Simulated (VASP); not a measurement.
Method: RPA correlation on PBE orbitals, VASP's PBE PAW potentials (set 64) (plane waves; VASP).

VASP ran on this input.

**POSCAR**
```
C
1
    0.0000000000     1.8069700000     1.8069700000
    1.8069700000     0.0000000000     1.8069700000
    1.8069700000     1.8069700000     0.0000000000
C
2
Direct
  0.0000000000   0.0000000000   0.0000000000
  0.2500000000   0.2500000000   0.2500000000
```

File KPOINTS:
```
Automatic mesh
0
Gamma
4 4 4
0 0 0
```

**INCAR**
```
# general
SYSTEM   =  C
PREC     =  Normal
ENCUT    =  500
LREAL    =  F
LASPH    =  T
NBANDS   =  308

# electronic loop
ALGO     =  ACFDT

# smearing
ISMEAR   =  0
SIGMA    =  0.01

# functional
GGA      =  PE

# output
LWAVE    =  F
LCHARG   =  F

# other
NOMEGA   =  12
ENCUTGW  =  300
```

POTCAR, in this order: C_GW_new (PBE.64 set). Program: vasp_std. Read from the step before: WAVECAR, WAVEDER.

What VASP printed:

OSZICAR:
```
energies w=
    0.000    0.947    0.000    3.042    0.000    5.793    0.000    9.845
    0.000   16.207    0.000   26.570    0.000   43.858    0.000   73.308
    0.000  124.736    0.000  218.444    0.000  407.733    0.000  940.969
NQ=   1    0.0000    0.0000    0.0000,
 performed        933000 updates of chi_q(r,r)
NQ=   2    0.2500    0.0000    0.0000,
 performed       1866000 updates of chi_q(r,r)
NQ=   3    0.5000    0.0000    0.0000,
 performed       2799000 updates of chi_q(r,r)
NQ=   4    0.2500    0.2500    0.0000,
 performed       3732000 updates of chi_q(r,r)
NQ=   5    0.5000    0.2500    0.0000,
 performed       4665000 updates of chi_q(r,r)
NQ=   6   -0.2500    0.2500    0.0000,
 performed       5598000 updates of chi_q(r,r)
NQ=   7    0.5000    0.5000    0.0000,
 performed       6531000 updates of chi_q(r,r)
NQ=   8   -0.2500    0.5000    0.2500,
 performed       7464000 updates of chi_q(r,r)
```

File OUTCAR:
```


      cutoff energy     smooth cutoff   RPA   correlation   Hartree contr. to MP2
---------------------------------------------------------------------------------
            300.000           240.000      -13.5654544144      -21.0251679872
            285.714           228.571      -13.5158130606      -20.9718877269
            272.109           217.687      -13.4626334161      -20.9141720086
            259.151           207.321      -13.4055970021      -20.8515765759
            246.811           197.449      -13.3412329908      -20.7804606731
            235.058           188.046      -13.2728181303      -20.7044283284
            223.865           179.092      -13.2007972152      -20.6240178253
            213.204           170.564      -13.1212173360      -20.5349693283
  linear regression
  converged value                          -14.2311918377      -21.7622232320
```
(Selected blocks of OUTCAR.)

The mesh is coarse, so the correlation energy is not converged in k-points.

The compound is C in the diamond structure. This cell is one point of a volume scan, at 1.04 of the reference volume. The k-mesh is coarse (spacing up to 0.75 per Å, 2π included), so the numbers may not be converged in it.
